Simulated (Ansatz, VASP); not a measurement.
**CCl (Cl-CC-Cl chair, 1 layer) in two plane-wave programs**

One calculation is typed for both programs; each brings its own data sets. How far apart do they land? Of the first pair: The structure shown is the start of the Ansatz relaxation below; VASP solves that cell, so the two are compared at the walk's first step.

Calculated with Ansatz 0.2.0; plane waves, with VASP 6.6.1 beside it; single point at PBE.

## 1. The structure

The cell holds 4 atoms: 2 Cl and 2 C. Cell: a = 2.508 Å, b = 2.508 Å, c = 21.067 Å, α = 90.0°, β = 90.0°, γ = 120.0°. Vacuum lies along c.

## 2. Ansatz: relaxation, PBE

Ansatz runs on its default PAW (the set named soft_2) files.

The two programs are compared at the cell with which this relaxation starts, whose forces are those of its first step.

Contents of input.yaml:

```yaml
crystal:
  lattice:
    - [2.508, 0.0, 0.0]
    - [-1.254, 2.1719917127, 0.0]
    - [0.0, 0.0, 21.0666666667]
  atoms:
    - { symbol: Cl, position: [0.6666666667, 0.3333333333, 0.4034810127] }
    - { symbol: C, position: [0.6666666667, 0.3333333333, 0.4879746835] }
    - { symbol: C, position: [0.3333333333, 0.6666666667, 0.5120253165] }
    - { symbol: Cl, position: [0.3333333333, 0.6666666667, 0.5965189873] }
kpoints:
  mp_grid: { grid: [12, 12, 1] }
hamiltonian:
  xc: pbe
scf:
  occupations: { method: fermi_dirac, width: 0.05 }
  convergence: { dr2_threshold: 1.0e-08 }
efield:
  axis: 3
  dipole_correction: true
  ramp_position: 0.97
  ramp_width: 0.04
relax:
  f_tol: 0.01
  cell: { fix: [c, alpha, beta] }
output:
  write_potential: true
  write_density: true
  volumetric_format: npy
```

Command:

```console
ansatz run input.yaml --threads 2 --pin off --max-ram 4096MiB --backend cpu --events-out ev --progress --plain --runs-dir out
```

Numbers of over 12 decimals in the logs are rounded to 6 here.

The program printed:

```text
Warning: relax.cell: scf.convergence.dr2_threshold = 1e-8 eV is looser than the 4e-10 eV advised for a relaxation that steers and ends on the stress (1e-10 eV for each atom of the cell: 4). What an SCF threshold leaves in a stress goes as its square root, and in the free energy as the threshold itself, and one threshold admits the most on a small cell: [figures from the program's tests cut] Set scf.convergence.dr2_threshold to 4e-10 eV or tighter. The threshold is an SCF's pass mark: one that does not reach it within its budget of iterations ends unconverged, or closes short of it on a stop that the run arms, and scf.convergence.dr2_threshold's page says what that costs each kind of run
Engine: ansatz 0.2.0, aarch64-unknown-linux-gnu
Pseudopotentials: kind: paw
Pseudopotential: Cl, paw, valence charge 7, recommended cutoff 420 eV (normal), Cl.paw.azcp
Pseudopotential: C, paw, valence charge 4, recommended cutoff 420 eV (normal), C.paw.azcp
Functional definition: PBE
  parameter kappa = 0.804
  parameter beta = 0.066725
  exchange = pbe_x(kappa = kappa, mu = beta*pi^2/3)
  correlation = pbe_c(beta = beta)
Crystal: 4 atoms, lattice volume = 114.758 Å³
Basis set: ecut = 420 eV, 2249 PW (Γ), exchange–correlation on 36×36×288 points (8 copies of the dense FFT grid, shifted against one another)
Bands: 15, of which v1, the nominal top of the filled ones, is band 11 counted from 1 (10 counted from 0)
Symmetry: 6 space group operations
k-points: 19 of 144 (time reversal used)
Non-local potential: Cl, projectors of the file, l = 0: 2, l = 1: 2, l = 2: 2
Non-local potential: C, projectors of the file, l = 0: 2, l = 1: 2, l = 2: 1
PAW form: soft (Blöchl's): semilocal exchange-correlation on the pseudo side does not see the compensation charge
PAW one-centre angular grid: Cl, 110 points (default); XC on 64 Gauss nodes
PAW one-centre angular grid: C, 110 points (default); XC on 64 Gauss nodes
Initial density: superposition of atomic densities (neutral atoms: chi_scale 0, normalization atom), corrected by the library's trained network
Initial wavefunctions: pseudopotential atomic-orbital guess
Functional: x = pbe(κ = 0.804, μ = 0.219515), c = pbe(β = 0.066725)
SCF iter   1: F=—  HF=-2655.203942 eV  |F-HF|=—  |Δ(HF+E_count)|=         —  Δρ=8.67e-3  dr2=4.12e-1  ethr=1.77e-3  p=-0.000 e·Å  D=-6.32e-4 V/Å  ΔV_dip=0.01 eV  dr2_dipole=7.27e-6  V_vac-E_F(+/−)=1.96/1.94 eV  ⟨swp⟩=8.8  Hψ=2139  notcnv=0
efield: sawtooth ramp at fractional position 0.9700 (set: `efield.ramp_position`, or a place that a band, a saddle search or an elastic batch's reference lends), width 0.0400; the density the first Hamiltonian is built on has a dipole p = -0.000 e·Å; the dipole correction subtracts the counter field D = -6.32e-4 V/Å, which shifts the + side's vacuum level by +0.01 eV against the − side's; the planar-averaged density in the ramp window peaks in size at 1.2e-4 e/Å³
preconditioner: auto → LDOS  [metal: Δε(μ)=0.139 eV  Ē_g=13.388 eV  σ=0.050 eV  W_gap=0.47  n_scr=12 (ndim 8)  ℏωp=16.3 eV  f_vac=0.620  D(μ)=0.90/eV (n_scr^D=6)  β→1.0]
SCF iter   2: F=—  HF=-2655.184224 eV  |F-HF|=—  |Δ(HF+E_count)|=   1.97e-2  Δρ=8.22e-3  dr2=2.29e-1  ethr=1.77e-3  p=-0.000 e·Å  D=-3.75e-5 V/Å  ΔV_dip=0.00 eV  dr2_dipole=1.57e-7  V_vac-E_F(+/−)=3.37/3.37 eV  ⟨swp⟩=3.6  Hψ=650  notcnv=0
SCF iter   3: F=—  HF=-2655.143257 eV  |F-HF|=—  |Δ(HF+E_count)|=   4.10e-2  Δρ=1.53e-3  dr2=8.11e-3  ethr=1.04e-3  p=-0.000 e·Å  D=-6.59e-5 V/Å  ΔV_dip=0.00 eV  dr2_dipole=1.78e-7  V_vac-E_F(+/−)=3.13/3.13 eV  ⟨swp⟩=2.9  Hψ=569  notcnv=0
SCF iter   4: F=—  HF=-2655.141833 eV  |F-HF|=—  |Δ(HF+E_count)|=   1.42e-3  Δρ=2.99e-4  dr2=1.64e-4  ethr=3.68e-5  p=-0.000 e·Å  D=-3.15e-5 V/Å  ΔV_dip=0.00 eV  dr2_dipole=3.99e-8  V_vac-E_F(+/−)=3.26/3.26 eV  ⟨swp⟩=2.8  Hψ=535  notcnv=0
SCF iter   5: F=—  HF=-2655.141838 eV  |F-HF|=—  |Δ(HF+E_count)|=   4.42e-6  Δρ=5.95e-5  dr2=4.33e-6  ethr=7.46e-7  p=-0.000 e·Å  D=-3.13e-6 V/Å  ΔV_dip=0.00 eV  dr2_dipole=1.86e-10  V_vac-E_F(+/−)=3.31/3.31 eV  ⟨swp⟩=2.8  Hψ=609  notcnv=0
SCF iter   6: F=—  HF=-2655.141848 eV  |F-HF|=—  |Δ(HF+E_count)|=   1.08e-5  Δρ=8.50e-6  dr2=1.15e-7  ethr=1.97e-8  p=-0.000 e·Å  D=-1.57e-6 V/Å  ΔV_dip=0.00 eV  dr2_dipole=1.18e-10  V_vac-E_F(+/−)=3.32/3.32 eV  ⟨swp⟩=3.1  Hψ=605  notcnv=0
SCF iter   7: F=-2655.141848 eV  HF=-2655.141848 eV  |F-HF|=1.63e-9  |Δ(HF+E_count)|=   2.11e-8  Δρ=1.54e-6  dr2=3.80e-9  ethr=4.55e-11  p=0.000 e·Å  D=1.65e-6 V/Å  ΔV_dip=-0.00 eV  dr2_dipole=1.64e-10  V_vac-E_F(+/−)=3.32/3.32 eV  ⟨swp⟩=11.2  Hψ=2370  notcnv=0
SCF 1 converged in 7 iterations: F = -2655.141848 eV  dr2 = 3.80e-9
[...]
preconditioner: auto → none  [insulator: Δε(μ)=1.514 eV  Ē_g=12.214 eV  σ=0.050 eV  W_gap=1.00  n_scr=12 (ndim 8)  ℏωp=14.0 eV  f_vac=0.648  D(μ)=0.00/eV (n_scr^D=0)  ε∞_Penn≈2.3]
SCF iter   2: F=—  HF=-2657.881249 eV  |F-HF|=—  |Δ(HF+E_count)|=   3.86e-6  Δρ=4.46e-5  dr2=3.91e-6  ethr=5.56e-8  p=-0.000 e·Å  D=-2.93e-6 V/Å  ΔV_dip=0.00 eV  dr2_dipole=2.55e-10  V_vac-E_F(+/−)=3.17/3.17 eV  ⟨swp⟩=2.5  Hψ=416  notcnv=0
[...]
preconditioner: auto → none  [insulator: Δε(μ)=1.514 eV  Ē_g=12.213 eV  σ=0.050 eV  W_gap=1.00  n_scr=12 (ndim 8)  ℏωp=14.0 eV  f_vac=0.648  D(μ)=0.00/eV (n_scr^D=0)  ε∞_Penn≈2.3]
SCF iter   2: F=—  HF=-2657.882485 eV  |F-HF|=—  |Δ(HF+E_count)|=   2.69e-5  Δρ=2.03e-5  dr2=2.39e-7  ethr=1.86e-9  p=0.000 e·Å  D=2.38e-5 V/Å  ΔV_dip=-0.00 eV  dr2_dipole=1.29e-8  V_vac-E_F(+/−)=3.17/3.17 eV  ⟨swp⟩=2.9  Hψ=651  notcnv=0
SCF iter   3: F=—  HF=-2657.882494 eV  |F-HF|=—  |Δ(HF+E_count)|=   8.69e-6  Δρ=1.26e-5  dr2=4.69e-7  ethr=1.08e-9  p=-0.000 e·Å  D=-5.91e-5 V/Å  ΔV_dip=0.00 eV  dr2_dipole=8.35e-8  V_vac-E_F(+/−)=3.17/3.17 eV  ⟨swp⟩=2.4  Hψ=455  notcnv=0
SCF iter   4: F=—  HF=-2657.882498 eV  |F-HF|=—  |Δ(HF+E_count)|=   4.40e-6  Δρ=4.70e-6  dr2=7.63e-8  ethr=1.08e-9  p=0.000 e·Å  D=3.16e-5 V/Å  ΔV_dip=-0.00 eV  dr2_dipole=2.28e-8  V_vac-E_F(+/−)=3.17/3.17 eV  ⟨swp⟩=2.2  Hψ=395  notcnv=0
iter 5 met the thresholds in force, and the SCF goes on: an eigenvalue changes by 7.53 meV, over its tolerance of 3.16 meV (output.eigenvalues, Limitations)
SCF iter   5: F=-2657.882500 eV  HF=-2657.882499 eV  |F-HF|=5.50e-7  |Δ(HF+E_count)|=   8.37e-7  Δρ=2.33e-6  dr2=1.99e-9  ethr=4.55e-11  p=-0.000 e·Å  D=-1.42e-6 V/Å  ΔV_dip=0.00 eV  dr2_dipole=8.44e-11  V_vac-E_F(+/−)=3.17/3.17 eV  ⟨swp⟩=10.2  Hψ=2332  notcnv=0
iter 6 met the thresholds in force, and the SCF goes on: an eigenvalue changes by 4.09 meV, over its tolerance of 3.16 meV (output.eigenvalues, Limitations)
SCF iter   6: F=-2657.882500 eV  HF=-2657.882500 eV  |F-HF|=5.19e-8  |Δ(HF+E_count)|=   4.98e-7  Δρ=7.22e-7  dr2=2.71e-10  ethr=9.05e-12  p=0.000 e·Å  D=3.11e-7 V/Å  ΔV_dip=-0.00 eV  dr2_dipole=6.43e-13  V_vac-E_F(+/−)=3.17/3.17 eV  ⟨swp⟩=6.9  Hψ=1930  notcnv=0
Mixer restart at iter 6: flushing history
SCF iter   7: F=-2657.882500 eV  HF=-2657.882500 eV  |F-HF|=4.06e-10  |Δ(HF+E_count)|=   5.21e-8  Δρ=2.89e-7  dr2=4.12e-10  ethr=1.23e-12  p=0.000 e·Å  D=1.54e-6 V/Å  ΔV_dip=-0.00 eV  dr2_dipole=2.89e-11  V_vac-E_F(+/−)=3.17/3.17 eV  ⟨swp⟩=6.3  Hψ=1816  notcnv=0
SCF 12 converged in 7 iterations: F = -2657.882500 eV  dr2 = 4.12e-10
relax step  12: F+E_penalty+E_count = -2657.88249974 eV  Δ(F+E_penalty+E_count) = -1.251e-3 eV  max|allowed force component| = 7.453e-4 eV/Å  Δτ_max = 0.0000 Å  P = -0.000 GPa  Ω = 154.746 Å³  fix = [c, alpha, beta]  reactions: c -0.001 GPa  stress off target by 4.12e-4 GPa on what of the cell is left free  SCF on the basis re-selected at this cell (its energy is not comparable with the rows above)  (7 SCF iters)
basis re-selected at this cell: Δ(F+E_penalty+E_count) = -1.251e-3 eV, ΔP = -0.000 GPa vs the last step (what re-selecting the basis moved, of the pressure what is left beyond the Pulay correction that the steps carried, after the strain that the cell walked since its last selection, with what the two solves' SCF thresholds leave and, on support functions, any second-order correction that the steps lacked; it is no m [...]
SCF converged after 7 iterations
an eigenvalue changed by more than its tolerance at an iteration that met the thresholds in force, so the SCF went on 2 times, its first undamped step at iteration 6: the last check found none over its tolerance
Free energy (F): -2657.882500 eV
Harris-Foulkes:  -2657.882500 eV  (|F-HF|=4.06e-10)
Internal energy: -2657.882500 eV  (E = F + TS)
E sigma→0 (E₀):  -2657.882500 eV
Entropy (-TS):   -0.000000 eV (-0.000 meV/atom)
Fermi energy:    0.845109 eV
Dipole field:    D = -0.000007 V/Å  (p = -0.000006 e·Å, saw-weighted, corrected)
Work function:   Φ+ = 3.1681 eV   Φ− = 3.1679 eV
Levels:          The Fermi level and band energies are counted from a zero that moves with the ramp; work functions are not
--- Per-component energies (eV) ---
  E_band       = -182.648564
  E_kinetic    = 495.274206
  E_local      = -11498.482959  (includes V_loc(G=0)·N_el)
  E_nonlocal   = 109.353895
  E_hartree    = 5538.354512
  E_xc         = -308.310947
  E_vxc        = -360.673872  (∫ρ·V_xc dr)
  E_paw        = -1515.292359  (= ΣΔE_a)
  E_vpaw       = -4.827845  (= ΣTr[D̂ρ^β])
  E_aug_tail   = 0.000187  (compensation charges beyond the density's cutoff)
  E_efield     = 0.000000  (sawtooth field / dipole correction)
  E_vefield    = 0.000031  (∫n·V_field dr)
  E_ewald      = 4521.220966
  E_smearing   = -0.000000  (= −TS)
  E_closure    = 0.000000  (closes the sum)
  Σ components = -2657.882500   (vs F -2657.882500, Δ=0.00e0)
--- Forces (eV/Å), atoms counted from 1 ---
  atom   1  Cl     0.00000000     0.00000000     0.00001760
  atom   2  C      0.00000000    -0.00000000     0.00074642
  atom   3  C      0.00000000     0.00000000    -0.00074106
  atom   4  Cl     0.00000000    -0.00000000    -0.00001845
  max |Σ_I F_I| component: 4.51e-6 eV/Å
--- Stress (GPa, compression-positive) ---
        0.000412       0.000000      -0.000000
        0.000000       0.000412       0.000000
       -0.000000       0.000000      -0.001090
  P = ⅓ Tr σ = -0.0001 GPa (-0.001 kbar)
--- Band table (eV; the first three rows and the last of 19) ---
  k-point 0: bands = [... 7 lower, -1.2037, -1.2037, 0.0645, 0.0645, 1.5786, 1.8718, 3.0791, 3.8140]
  k-point 1: bands = [... 7 lower, -1.6330, -1.2700, -0.4255, -0.0349, 1.8726, 2.1545, 3.1610, 3.8681]
  k-point 2: bands = [... 7 lower, -2.6178, -1.5873, -1.4711, -0.2942, 2.2314, 2.4771, 3.4080, 4.5069]
  k-point 18: bands = [... 7 lower, -5.3150, -4.2369, -4.2369, -3.9373, 4.1494, 4.1494, 5.2795, 6.4277]
--- Relaxed structure (10 steps of the walk, 9 accepted, 2 SCFs on fresh bases) ---
  F+E_penalty+E_count = -2657.88249974 eV   max|allowed force component| = 7.453e-4 eV/Å   (the final SCF, on the basis selected at the relaxed cell)
  cell:  # Å, volume = 154.7461 Å³
    - [2.912370, 0, 0]
    - [-1.456185, 2.522187, 0]
    - [0, 0, 21.0666666667]
  atoms:
    - { symbol: Cl, position: [0.666667, 0.333333, 0.404701] }
    - { symbol: C, position: [0.666667, 0.333333, 0.487918] }
    - { symbol: C, position: [0.333333, 0.666667, 0.512082] }
    - { symbol: Cl, position: [0.333333, 0.666667, 0.595299] }
```

The column dr2 measures how far the density is from self-consistency, as an energy; F and HF (Harris–Foulkes) agree once it is small.

## 3. VASP: single point, PBE, start cell, pair 1

The same cell, functional, mesh and smearing now go to VASP, with its own data sets.

Lines of VASP's logs that name or quote its potential files are left out, and so is its time.

Contents of INCAR:

```
SYSTEM = CCl
PREC = Accurate
ENCUT = 520
EDIFF = 1E-06
NELM = 120
ISMEAR = -1
SIGMA = 0.05
LREAL = .FALSE.
ALGO = Normal
GGA = PE
NBANDS = 17
LORBIT = 11
LWAVE = .FALSE.
LCHARG = .FALSE.
ISIF = 2
LDIPOL = .TRUE.
IDIPOL = 3
DIPOL = 0.5 0.5 0.5
LVHAR = .TRUE.
LASPH = .TRUE.
GGA_COMPAT = .FALSE.
EFERMI = MIDGAP
NELMDL = -8
```

Contents of POSCAR:

```
CCl
1.0
    2.5080000000      0.0000000000      0.0000000000
   -1.2540000000      2.1719920000      0.0000000000
    0.0000000000      0.0000000000     21.0666670000
Cl C
2 2
Direct
    0.6666664366      0.3333331032      0.4034810063
    0.3333331032      0.6666664366      0.5965189937
    0.6666664366      0.3333331032      0.4879746758
    0.3333331032      0.6666664366      0.5120253242
```

Contents of KPOINTS:

```
Automatic mesh
0
Gamma
12 12 1
0 0 0
```

Potentials, in the order of the species: Cl and C (PBE family, release 64).

Command:

```console
mpirun -np 1 vasp_std
```

The program printed:

```text
[banner, memory and clock lines left out]
running    1 mpi-ranks, on    1 nodes
 distrk:  each k-point on    1 cores,    1 groups
 distr:  one band on    1 cores,    1 groups

 POSCAR found type information on POSCAR ClC
 POSCAR found :  2 types and       4 ions
 LDA part: xc-table for (Slater+PW92), standard interpolation
 POSCAR, INCAR and KPOINTS ok, starting setup
 FFT: planning ... GRIDC
 FFT: planning ... GRID_SOFT
 FFT: planning ... GRID
 WAVECAR not read
 entering main loop
       N       E                     dE             d eps       ncg     rms          rms(c)
DAV:   1     0.195783943244E+03    0.19578E+03   -0.95526E+03   646   0.106E+03
DAV:   2     0.183260290563E+01   -0.19395E+03   -0.18443E+03   902   0.226E+02
DAV:   3    -0.169548855905E+02   -0.18787E+02   -0.18615E+02   845   0.850E+01
DAV:   4    -0.172893637454E+02   -0.33448E+00   -0.33361E+00   930   0.129E+01
DAV:   5    -0.172968495820E+02   -0.74858E-02   -0.74788E-02   994   0.180E+00
DAV:   6    -0.172969890447E+02   -0.13946E-03   -0.13944E-03   960   0.215E-01
DAV:   7    -0.172969938663E+02   -0.48216E-05   -0.48215E-05  1040   0.323E-02
DAV:   8    -0.172969940449E+02   -0.17856E-06   -0.17847E-06   897   0.523E-03    0.268E+01
DAV:   9    -0.165702898961E+02    0.72670E+00   -0.10287E+00   843   0.857E+00    0.144E+01
DAV:  10    -0.164340632288E+02    0.13623E+00   -0.94924E-01   973   0.660E+00    0.355E+00
DAV:  11    -0.164387922614E+02   -0.47290E-02   -0.29032E-02   935   0.115E+00    0.696E-01
DAV:  12    -0.164319770184E+02    0.68152E-02   -0.15319E-02   797   0.840E-01    0.297E-01
DAV:  13    -0.164321090086E+02   -0.13199E-03   -0.14290E-03   870   0.273E-01    0.568E-02
DAV:  14    -0.164321100053E+02   -0.99671E-06   -0.76907E-05   910   0.711E-02    0.445E-02
DAV:  15    -0.164321177148E+02   -0.77095E-05   -0.35232E-05   868   0.395E-02    0.123E-02
DAV:  16    -0.164321335317E+02   -0.15817E-04   -0.22066E-05   838   0.212E-02    0.111E-02
DAV:  17    -0.164321393149E+02   -0.57832E-05   -0.21064E-06   740   0.995E-03    0.899E-03
DAV:  18    -0.164321608379E+02   -0.21523E-04   -0.37338E-06   605   0.916E-03    0.356E-03
DAV:  19    -0.164321657637E+02   -0.49258E-05   -0.86889E-07   738   0.505E-03    0.274E-03
DAV:  20    -0.164321692826E+02   -0.35189E-05   -0.39130E-07   692   0.206E-03    0.871E-04
DAV:  21    -0.164321701673E+02   -0.88469E-06   -0.98516E-08   672   0.102E-03
   1 F= -.16432170E+02 E0= -.16428553E+02  d E =-.723526E-02
```

From OUTCAR (step 3):

```text
ion  position               nearest neighbor table
   1  0.667  0.333  0.403-   3 1.78
   2  0.333  0.667  0.597-   4 1.78
   3  0.667  0.333  0.488-   4 1.53   4 1.53   4 1.53   1 1.78
   4  0.333  0.667  0.512-   3 1.53   3 1.53   3 1.53   2 1.78

  LATTYP: Found a hexagonal cell.
 ALAT       =     2.5080000000
 C/A-ratio  =     8.3997874801

 Subroutine GETGRP returns: Found 12 space group operations
 (whereof 12 operations were pure point group operations)

The static configuration has the point symmetry D_3d.

 Found     19 irreducible k-points:

   k-points           NKPTS =     19   k-points in BZ     NKDIM =     19   number of bands    NBANDS=     17

   dimension x,y,z NGX =    20 NGY =   20 NGZ =  160
   dimension x,y,z NGXF=    40 NGYF=   40 NGZF=  320

   ENCUT  =  520.0 eV  38.22 Ry    6.18 a.u.   4.66  4.66 39.17*2*pi/ulx,y,z

   NELECT =      22.0000    total number of electrons

 k-points in reciprocal lattice and weights: Automatic mesh
   0.00000000  0.00000000  0.00000000       0.007
   0.08333333  0.00000000  0.00000000       0.042
   0.16666667 -0.00000000  0.00000000       0.042
   0.25000000  0.00000000  0.00000000       0.042
   0.33333333  0.00000000  0.00000000       0.042
   0.41666667  0.00000000  0.00000000       0.042
   0.50000000  0.00000000  0.00000000       0.021
   0.08333333  0.08333333  0.00000000       0.042
   0.16666667  0.08333333  0.00000000       0.083
[...]
0.33333333  0.25000000  0.00000000       0.083
   0.33333333  0.33333333  0.00000000       0.014

 dipolmoment           0.000000      0.000000      0.000000 electrons x Angstroem

 average (electrostatic) potential at core
       1 -96.4663       2 -96.4663       3 -56.7878       4 -56.7878

 E-fermi :   1.4961

 k-point     1 :       0.0000    0.0000    0.0000
  band No.  band energies     occupation
    ...
      4     -11.0084      2.00000
      5      -6.7507      2.00000
      6      -3.1309      2.00000
      7      -3.1309      2.00000
      8       0.0548      2.00000
      9       1.7084      0.02825
     10       1.7084      0.02825
     11       2.5134      0.00000
     12       2.5134      0.00000
     13       3.2801      0.00000
    ...

 k-point     2 :       0.0833    0.0000    0.0000
  band No.  band energies     occupation
    ...
      6      -3.9542      2.00000
      7      -3.4668      2.00000
      8       0.1999      2.00000
      9       0.7010      2.00000
     10       1.5142      0.82101
     11       1.6763      0.05300
     12       2.2749      0.00000
     13       3.5337      0.00000
     14       4.5949      0.00000
     15       5.0248      0.00000
    ...

 k-point     3 :       0.1667   -0.0000    0.0000
  band No.  band energies     occupation
    ...
      7      -4.2402      2.00000
      8      -1.3779      2.00000
      9      -0.5343      2.00000
     10       0.9026      1.99999
     11       0.9827      1.99993
     12       1.6906      0.04009
     13       3.9017      0.00000
     14       5.1929      0.00000
     15       5.5246      0.00000
     16       5.9910      0.00000
    ...

  Total       18.1101866     18.1101914      4.2208440      0.0000000      0.0000000      0.0000000
  in kB      252.8435762    252.8436431     58.9288954      0.0000000      0.0000000      0.0000000
  external PRESSURE =     188.2053715 kB  Pullay stress =       0.0000000 kB

  energy-cutoff  :      520.00
  volume of cell :      114.76
      direct lattice vectors                 reciprocal lattice vectors
     2.508000000  0.000000000  0.000000000     0.398724083  0.230203426  0.000000000
    -1.254000000  2.171992000  0.000000000     0.000000000  0.460406852  0.000000000
     0.000000000  0.000000000 21.066667000     0.000000000  0.000000000  0.047468354

 POSITION                                       TOTAL-FORCE (eV/Angst)
 -----------------------------------------------------------------------------------
      1.25400      0.72400      8.50000        -0.000000     -0.000000     -1.313459
     -0.00000      1.44799     12.56667         0.000000      0.000000      1.313459
      1.25400      0.72400     10.28000         0.000000      0.000000      2.139491
     -0.00000      1.44799     10.78667         0.000000      0.000000     -2.139491
 -----------------------------------------------------------------------------------
    total drift:                                0.000634      0.001098      0.000000

  FREE ENERGIE OF THE ION-ELECTRON SYSTEM (eV)
  ---------------------------------------------------
  free  energy   TOTEN  =       -16.4321701673 eV

  energy  without entropy=      -16.4249349064  energy(sigma->0) =      -16.42855254

 vacuum level on the upper side and lower side of the slab         4.796         4.796

 total charge
# of ion       s       p       d       tot
------------------------------------------
    1        1.645   3.528   0.000   5.173
    2        1.645   3.528   0.000   5.173
    3        0.832   1.687   0.000   2.519
    4        0.832   1.687   0.000   2.519
--------------------------------------------------
tot          4.954  10.431   0.000  15.385

[... 3 further parts left out ...]
```

(Part 1 of 2 ends here.)

[Lines on the potential files, build, host, timing and source positions are cut from VASP's logs without a mark.]

[Logs are printed without paths, hosts, clocks, repeated set-up lines and the standing remarks that a program may print on its own settings, such as how far it seeks lower states.]

[Hosts, paths, dates, database ids (printed as entryN), source tags and the programs' standing remarks are cut or masked in the printed files.]
